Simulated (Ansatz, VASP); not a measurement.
## Ge4I in VASP and in Ansatz

```
Ge I
1.0
     3.82023    0.00000    0.00000
     0.00000    3.82023    0.00000
     0.00000    0.00000    8.45923
Ge I
4 1
Direct
  0.50000 0.00000 0.33766
  0.00000 0.50000 0.66234
  0.50000 0.00000 0.66234
  0.00000 0.50000 0.33766
  0.00000 0.00000 0.00000
```

Change from the starting cell: ordered vacancies on the anion sites of antifluorite (P4/mmm, No. 123).

Alike in both runs: functional PBE; k mesh 4 × 4 × 4; occupations gaussian, width 0.1 eV; no spin polarisation.

Ansatz relaxed the structure, and its values are those at the end. VASP's run is a single point on that final structure, the one shown.

|  | VASP | Ansatz |
| --- | --- | --- |
| version | VASP 6.6.1 | Ansatz 0.2.0 |
| potentials or method | VASP PAW PBE potentials, release 64 (Ge_d, I) | scalar-relativistic, plane waves, PAW |
| plane-wave cutoff (eV) | 520 | 420 |
| valence electrons in the cell | 63 | 73 |

```csv
,VASP,Ansatz,Ansatz less VASP
gap on the k mesh at the Fermi level (eV),none,none,-
pressure (GPa),0.1,0.1,-0.03
rms of the force components (eV/Å),0.006,0.006,+0.0006
```

A gap of «none» marks a metal or a gap that the smearing closes. The functional is the same, so the differences come from potentials, cutoffs and numerics. The two sets of potentials don't hold the same shells in valence.

Caveats: the k mesh is coarse (spacing up to 0.41 Å⁻¹), so the values aren't converged; this functional lacks dispersion, which binds the layers, so the pressure and a relaxed spacing across them are unreliable; an odd number of electrons without spin polarisation forces a metal; a magnetic or distorted state may lie lower. Spin-orbit coupling is left out, which matters for the levels of I.
